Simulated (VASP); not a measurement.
# TeW2 (Fm-3m) in VASP: notebook, part 2 of 2

VASP 6.6.1. Earlier steps stand in the parts before.

### 4 Electron localisation function, AM05

File INCAR:

```
SYSTEM = TeW2
  ALGO = Normal
  EDIFF = 1E-6
  ENCUT = 520
  GGA = AM
  ISIF = 2
  ISMEAR = 0
  LASPH = .TRUE.
  LCHARG = .TRUE.
  LELF = .TRUE.
  LREAL = .FALSE.
  LWAVE = .FALSE.
  NELM = 60
  PREC = Accurate
  SIGMA = 0.01
```

File KPOINTS:

```
k-points
0
G
  7 7 7
  0 0 0
```

File POSCAR:

```
TeW2
1.0
    0.0000000000      3.1299451300      3.1299451300
    3.1299451300      0.0000000000      3.1299451300
    3.1299451300      3.1299451300      0.0000000000
Te W
1 2
Direct
    0.0000000000      0.0000000000      0.0000000000
    0.2500000000      0.2500000000      0.2500000000
    0.7500000000      0.7500000000      0.7500000000
```

Potentials or basis: VASP PAW PBE potentials, release 64 (Te, W_sv).

Started as:

```bash
$ cat potpaw_PBE.64/Te/POTCAR potpaw_PBE.64/W_sv/POTCAR > POTCAR
$ mpirun -np 1 vasp_std > vasp.out
```

OUTCAR:

```text
SYSTEM = TeW2
   EDIFF = 1E-6
   ENCUT = 520
   GGA = AM
   ISIF = 2
   ISMEAR = 0
   LASPH = .TRUE.
   LREAL = .FALSE.
   NELM = 60
   PREC = Accurate

 ion  position               nearest neighbor table
   1  0.000  0.000  0.000-   2 2.71   3 2.71   3 2.71   3 2.71   3 2.71   2 2.71   2 2.71   2 2.71

   2  0.250  0.250  0.250-   1 2.71   1 2.71   1 2.71   1 2.71   3 3.13   3 3.13   3 3.13   3 3.13
                             3 3.13   3 3.13
   3  0.750  0.750  0.750-   1 2.71   1 2.71   1 2.71   1 2.71   2 3.13   2 3.13   2 3.13   2 3.13
                             2 3.13   2 3.13

  LATTYP: Found a face centered cubic cell.
 ALAT       =     6.2598902600

  Lattice vectors:

 A1 = (   0.0000000000,   3.1299451300,   3.1299451300)
 A2 = (   3.1299451300,   0.0000000000,   3.1299451300)
 A3 = (   3.1299451300,   3.1299451300,   0.0000000000)

Analysis of symmetry for initial positions (statically):
=====================================================================
 Subroutine PRICEL returns:
 Original cell was already a primitive cell.

 Routine SETGRP: Setting up the symmetry group for a
 face centered cubic supercell.

[... 164 lines left out ...]

 E-fermi :   9.6144     XC(G=0): -11.9120

 val. band max:        9.5417007962   @ k =  -0.4286   0.2857   0.1429
 cond. band min:       9.6218116621   @ k =  -0.4286   0.1429   0.0000
 fundamental gap:      0.0801108659
 Fermi energy:         9.6143832614

 k-point     1 :       0.0000    0.0000    0.0000
  band No.  band energies     occupation
      1     -64.4073      2.00000
      2     -64.3765      2.00000
      3     -28.7040      2.00000
      4     -28.7040      2.00000
      5     -28.7040      2.00000
      6     -28.5112      2.00000
[... 469 lines left out ...]
     20      10.4817      0.00000
     21      12.8703      0.00000

------------------------ aborting loop because EDIFF is reached ----------------------------------------

  FORCE on cell =-STRESS in cart. coord.  units (eV):
  Direction    XX          YY          ZZ          XY          YZ          ZX
  --------------------------------------------------------------------------------------
  -------------------------------------------------------------------------------------
  Total       -2.7918820     -2.7918820     -2.7918820     -0.0000000     -0.0000000      0.0000000
  in kB      -72.9402887    -72.9402887    -72.9402887     -0.0000000     -0.0000000      0.0000000
  external PRESSURE =     -72.9402887 kB  Pullay stress =       0.0000000 kB

 VOLUME and BASIS-vectors are now :
 -----------------------------------------------------------------------------
  energy-cutoff  :      520.00
  volume of cell :       61.33
      direct lattice vectors                 reciprocal lattice vectors
     0.000000000  3.129945130  3.129945130    -0.159747209  0.159747209  0.159747209
     3.129945130  0.000000000  3.129945130     0.159747209 -0.159747209  0.159747209
     3.129945130  3.129945130  0.000000000     0.159747209  0.159747209 -0.159747209

 POSITION                                       TOTAL-FORCE (eV/Angst)
 -----------------------------------------------------------------------------------
      0.00000      0.00000      0.00000        -0.000000     -0.000000      0.000000
      1.56497      1.56497      1.56497         0.000000     -0.000000      0.000000
      4.69492      4.69492      4.69492        -0.000000      0.000000     -0.000000
 -----------------------------------------------------------------------------------
    total drift:                                0.000000      0.000000      0.000000

  FREE ENERGIE OF THE ION-ELECTRON SYSTEM (eV)
  ---------------------------------------------------
  free  energy   TOTEN  =       -25.5817844278 eV

  energy  without entropy=      -25.5815145630  energy(sigma->0) =      -25.58164950
```

OSZICAR:

```text
N       E                     dE             d eps       ncg     rms          rms(c)
DAV:   1     0.349378884820E+03    0.34938E+03   -0.19834E+04   880   0.167E+03
DAV:   2    -0.110516524502E+02   -0.36043E+03   -0.35348E+03   918   0.481E+02
DAV:   3    -0.259849502144E+02   -0.14933E+02   -0.14153E+02  1074   0.896E+01
DAV:   4    -0.263922266083E+02   -0.40728E+00   -0.38968E+00   997   0.139E+01
DAV:   5    -0.264067012975E+02   -0.14475E-01   -0.14461E-01  1062   0.231E+00    0.220E+01
DAV:   6    -0.256858168779E+02    0.72088E+00   -0.23508E+00  1012   0.110E+01    0.851E+00
DAV:   7    -0.255954988497E+02    0.90318E-01   -0.19249E-01  1048   0.315E+00    0.228E+00
DAV:   8    -0.255822906800E+02    0.13208E-01   -0.18081E-02   945   0.796E-01    0.231E-01
DAV:   9    -0.255818237300E+02    0.46695E-03   -0.13140E-03   960   0.241E-01    0.133E-01
DAV:  10    -0.255817936478E+02    0.30082E-04   -0.16122E-04  1021   0.880E-02    0.398E-02
DAV:  11    -0.255817848991E+02    0.87487E-05   -0.14869E-05   965   0.282E-02    0.128E-02
DAV:  12    -0.255817844278E+02    0.47131E-06   -0.80062E-07   644   0.619E-03
   1 F= -.25581784E+02 E0= -.25581649E+02  d E =-.269865E-03
```

Run time: 28 s. Hardware: 1 thread of Intel Xeon Platinum 8488C (Sapphire Rapids), shared host; peak memory 0.2 GiB.

Results:

* Free energy: -25.5818 eV
* Pressure: -7.3 GPa
* Band gap on the k mesh: none (metal or under the smearing width)

Levels at points of the mesh, in eV from the Fermi level:
```tsv
k point	band 13	band 14	band 15	band 16	band 17	band 18	band 19	band 20	band 21
(0.00, 0.00, 0.00)	-3.22	-3.22	-0.79	1.48	1.48	1.48	3.55	3.55	4.06
```

Caveat: the PAW data sets were made with another functional, which shifts forces and pressure a little. The run has no spin-orbit coupling, so splittings on Te, W are missing.

### 5 Relaxation of cell and atoms, PBE+D4

File INCAR:

```
SYSTEM = TeW2
PREC = Accurate
ENCUT = 600
EDIFF = 1E-6
ISMEAR = 1
SIGMA = 0.2
LREAL = .False.
LASPH = .True.
NELM = 100
ALGO = Normal
ISIF = 3
LWAVE = .False.
LCHARG = .False.
GGA = PE
IVDW = 13
IBRION = 2
NSW = 60
EDIFFG = -0.02
```

File KPOINTS:

```
Automatic mesh
0
Gamma
  7 7 7
  0 0 0
```

POSCAR is that of step 4.

Potentials or basis: VASP PAW PBE potentials, release 64 (Te, W_sv).

Started as:

```bash
$ cat potpaw_PBE.64/Te/POTCAR potpaw_PBE.64/W_sv/POTCAR > POTCAR
$ mpirun -np 1 vasp_std > vasp.out
```

OUTCAR:

```text
SYSTEM = TeW2
   PREC = Accurate
   ENCUT = 600
   EDIFF = 1E-6
   ISMEAR = 1
   LREAL = .False.
   LASPH = .True.
   NELM = 100
   ISIF = 3
   GGA = PE
   IVDW = 13
   IBRION = 2
   NSW = 60
   EDIFFG = -0.02

 ion  position               nearest neighbor table
   1  0.000  0.000  0.000-   2 2.71   3 2.71   3 2.71   3 2.71   3 2.71   2 2.71   2 2.71   2 2.71

   2  0.250  0.250  0.250-   1 2.71   1 2.71   1 2.71   1 2.71   3 3.13   3 3.13   3 3.13   3 3.13
                             3 3.13   3 3.13
   3  0.750  0.750  0.750-   1 2.71   1 2.71   1 2.71   1 2.71   2 3.13   2 3.13   2 3.13   2 3.13
                             2 3.13   2 3.13

  LATTYP: Found a face centered cubic cell.
 ALAT       =     6.2598902600

  Lattice vectors:

 A1 = (   0.0000000000,   3.1299451300,   3.1299451300)
 A2 = (   3.1299451300,   0.0000000000,   3.1299451300)
 A3 = (   3.1299451300,   3.1299451300,   0.0000000000)

Analysis of symmetry for initial positions (statically):
=====================================================================
 Subroutine PRICEL returns:
 Original cell was already a primitive cell.

 Routine SETGRP: Setting up the symmetry group for a
 face centered cubic supercell.

 Subroutine GETGRP returns: Found 48 space group operations
 (whereof 48 operations were pure point group operations)
 out of a pool of 48 trial point group operations.

The static configuration has the point symmetry O_h .

Analysis of symmetry for dynamics (positions and initial velocities):
[... 147 lines left out ...]
--------------------------------------- Ionic step        1  -------------------------------------------

 number of electron      34.0000001 magnetization

 Free energy of the ion-electron system (eV)
  ---------------------------------------------------
  ext. energy  EPLUGINS =         0.00000000
  ---------------------------------------------------
  free energy    TOTEN  =       -24.28952781 eV

  energy without entropy =      -24.29635566  energy(sigma->0) =      -24.29180376

 E-fermi :   9.7861     XC(G=0): -11.8007

 val. band max:        9.7281877872   @ k =   0.1429   0.0000   0.0000
 cond. band min:       9.7903911637   @ k =  -0.4286   0.1429   0.0000
 fundamental gap:      0.0622033766
 Fermi energy:         9.7861326298

 k-point     1 :       0.0000    0.0000    0.0000
  band No.  band energies     occupation
      1     -64.2010      2.00000
      2     -64.1701      2.00000
      3     -28.5297      2.00000
      4     -28.5297      2.00000
      5     -28.5297      2.00000
      6     -28.3366      2.00000
[... 591 lines left out ...]
--------------------------------------- Ionic step        4  -------------------------------------------

 number of electron      33.9999997 magnetization

 Free energy of the ion-electron system (eV)
  ---------------------------------------------------
  ext. energy  EPLUGINS =         0.00000000
  ---------------------------------------------------
  free energy    TOTEN  =       -24.26363004 eV

  energy without entropy =      -24.27278182  energy(sigma->0) =      -24.26668064

 E-fermi :  10.2586     XC(G=0): -11.9755

 val. band max:       10.2563201719   @ k =  -0.4286   0.1429   0.0000
 cond. band min:      10.2992338337   @ k =   0.2857   0.1429   0.0000
 fundamental gap:      0.0429136617
 Fermi energy:        10.2585668200

 k-point     1 :       0.0000    0.0000    0.0000
  band No.  band energies     occupation
      1     -63.6654      2.00000
      2     -63.6285      2.00000
      3     -28.0277      2.00000
      4     -28.0277      2.00000
      5     -28.0277      2.00000
      6     -27.8090      2.00000
[... 503 lines left out ...]
  FREE ENERGIE OF THE ION-ELECTRON SYSTEM (eV)
  ---------------------------------------------------
  free  energy   TOTEN  =       -26.2137300429 eV

  energy  without entropy=      -26.2228818217  energy(sigma->0) =      -26.21678064

 reached required accuracy - stopping structural energy minimisation
```

Wall time 84 s (1 thread of Intel Xeon Platinum 8488C (Sapphire Rapids), shared host); peak memory 0.22 GiB.

What came out:

| Item | Value |
| --- | --- |
| Free energy | -26.2137 eV |
| Relaxed volume | 19.74 Å³/atom |
| Relaxed cell | a = 4.375 Å, b = 4.375 Å, c = 4.375 Å, α = 60.00°, β = 60.00°, γ = 60.00° |
| Space group after relaxing (to 0.05 Å) | Fm-3m (No. 225) |
| Energy gained by relaxing | 13.4 meV/atom |
| Ionic steps | 4 |
| Pressure after relaxing | 0.0 GPa |
| Band gap on the k mesh | none (metal or under the smearing width) |
| Dispersion energy per atom | -0.650 eV |

The path:
```
step  energy change (eV)  largest force (eV/Å)  pressure (GPa)  volume (Å³)
   1              0.0000                0.0000           -5.88        61.33
   2              0.1729                0.0000           17.13        54.91
   3             -0.0402                0.0000           -0.18        59.27
   4             -0.0402                0.0000           -0.03        59.23
```

Final structure:
```
Te W
1.0
     0.00000    3.09381    3.09381
     3.09381    0.00000    3.09381
     3.09381    3.09381    0.00000
Te W
1 2
Direct
  0.00000 0.00000 0.00000
  0.25000 0.25000 0.25000
  0.75000 0.75000 0.75000
```

Caveat: pairwise dispersion overbinds metals, which lowers pressure and volume. Spin-orbit coupling is left out, which matters for the levels of Te, W.

### 6 Summary

| task | level | cell | cutoff (eV) | smearing | gap on the mesh (eV) | pressure (GPa) | relaxed volume (Å³/atom) |
| --- | --- | --- | --- | --- | --- | --- | --- |
| relaxation of cell and atoms | PBE | relaxed | 600 | methfessel-paxton 0.1 eV | none | 0.0 | 20.32 |
| relaxation of cell and atoms | RPBE | relaxed | 600 | methfessel-paxton 0.1 eV | none | 0.0 | 20.61 |
| electron localisation function | AM05 | as given | 520 | gaussian 0.01 eV | none | -7.3 | - |
| relaxation of cell and atoms | PBE+D4 | relaxed | 600 | methfessel-paxton 0.2 eV | none | 0.0 | 19.74 |

Alike in all rows: potentials or basis VASP PAW PBE potentials, release 64 (Te, W_sv); no spin polarisation; k mesh 7 × 7 × 7.

Caveats: the PAW data sets were made with another functional, which shifts forces and pressure a little (some runs); pairwise dispersion overbinds metals, which lowers pressure and volume (some runs).

Absolute energies hang on the potentials; compare differences alone.
